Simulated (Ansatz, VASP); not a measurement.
Zn2CdO3 in VASP and in Ansatz

The input INCAR:

```
SYSTEM = Zn2CdO3
PREC = Accurate
ENCUT = 520
EDIFF = 1E-6
ISMEAR = 0
SIGMA = 0.1
LREAL = .FALSE.
LASPH = .TRUE.
NELM = 100
ALGO = Normal
ISIF = 2
LWAVE = .FALSE.
LCHARG = .FALSE.
GGA = PE
NBANDS = 36
```

KPOINTS

```
regular mesh
0
G
  6 6 6
  0 0 0
```

File POSCAR:

```
Zn2CdO3
1.0
    5.3540124100      0.0000000000      0.0000000000
   -2.6770062000      4.6367107600      0.0000000000
    0.0000000000      0.0000000000      3.0988645300
Zn Cd O
2 1 3
Direct
    0.6666666700      0.3333333300      0.0000000000
    0.3333333300      0.6666666700      0.0000000000
    0.0000000000      0.0000000000      0.0000000000
    0.5000000000      0.0000000000      0.5000000000
    0.0000000000      0.5000000000      0.5000000000
    0.5000000000      0.5000000000      0.5000000000
```

Input for Ansatz:

```yaml
crystal:
  lattice:
    - [5.35401241, 0.0, 0.0]
    - [-2.6770062, 4.63671076, 0.0]
    - [0.0, 0.0, 3.09886453]
  atoms:
    - { symbol: Zn, position: [0.66666667, 0.33333333, 0.0] }
    - { symbol: Zn, position: [0.33333333, 0.66666667, 0.0] }
    - { symbol: Cd, position: [0.0, 0.0, 0.0] }
    - { symbol: O, position: [0.5, 0.0, 0.5] }
    - { symbol: O, position: [0.0, 0.5, 0.5] }
    - { symbol: O, position: [0.5, 0.5, 0.5] }
basis:
  ecutwfc: 420
kpoints:
  mp_grid: { grid: [6, 6, 6] }
hamiltonian:
  xc: pbe
scf:
  occupations: { method: gaussian, width: 0.1 }
  lower_state_search: "off"
output:
  forces: true
  stress: true
  eigenvalues: true
```

Change from the starting cell: species swapped into the NdB2Rh3 type (P6/mmm, No. 191).

Alike in both runs: task single point; functional PBE; k mesh 6 × 6 × 6; occupations gaussian, width 0.1 eV; no spin polarisation.

|  | VASP | Ansatz |
| --- | --- | --- |
| version | VASP 6.6.1 | Ansatz 0.2.0 |
| potentials or method | VASP PAW PBE potentials, release 64 (Zn, Cd, O) | scalar-relativistic, plane waves, PAW |
| plane-wave cutoff (eV) | 520 | 420 |
| valence electrons in the cell | 54 | 62 |

|  | VASP | Ansatz | Ansatz less VASP |
| --- | --- | --- | --- |
| gap on the k mesh at the Fermi level (eV) | none | none | - |
| pressure (GPa) | -7.5 | -8.0 | -0.47 |
| largest component of the traceless stress (GPa) | 17.98 | 18.21 | +0.226 |

A gap of «none» marks a metal or a gap that the smearing closes. The two sets of potentials don't hold the same shells in valence.
